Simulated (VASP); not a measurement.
```
BiTlS2
1.0
    2.03902     1.17723     7.23605
   -2.03902     1.17723     7.23605
    0.00000    -2.35445     7.23605
Tl Bi S
1 1 2
Cartesian
  0.00000   0.00000  10.85407
  0.00000   0.00000   0.00000
  0.00000   0.00000   5.66609
  0.00000   0.00000  16.04205
```

Level of theory: PBEsol GGA, VASP's PBE PAW potentials (set 64) (plane waves; VASP). Run with 400 eV cut-off, Gaussian smearing of 0.050 eV, potentials Tl_d Bi_d S.

Unless said otherwise, spin-orbit coupling is left out, though it shifts the bands of the heavy elements here.

Problem. Give the energies of bands 14 to 23 at the high-symmetry points, in eV from the valence-band maximum.

Solution. 
| band | Γ | T | H2 | L | S0 | F |
|---|---|---|---|---|---|---|
| 14 | -5.53 | -6.18 | -5.88 | -6.00 | -5.84 | -5.52 |
| 15 | -2.48 | -2.31 | -4.75 | -4.56 | -4.87 | -5.36 |
| 16 | -2.38 | -2.31 | -4.37 | -3.61 | -4.28 | -3.79 |
| 17 | -2.38 | -1.90 | -3.62 | -3.17 | -3.76 | -3.75 |
| 18 | -1.79 | -1.90 | -2.65 | -2.34 | -2.62 | -1.88 |
| 19 | -1.79 | -1.84 | -1.76 | -2.29 | -1.90 | -1.80 |
| 20 | 0.00 | -0.81 | -1.46 | -2.20 | -1.11 | -0.23 |
| 21 | 0.16 | 1.20 | 2.16 | 2.25 | 1.62 | 0.27 |
| 22 | 1.73 | 2.03 | 2.24 | 2.70 | 2.67 | 1.67 |
| 23 | 1.73 | 2.03 | 3.45 | 3.17 | 3.26 | 2.19 |

The gap is direct, 0.16 eV, from the valence maximum at Γ to the conduction minimum at Γ.

The structure comes from a computed database's TlBiS2 entry (R-3m); how it stands against other phases isn't given here. It was relaxed first.
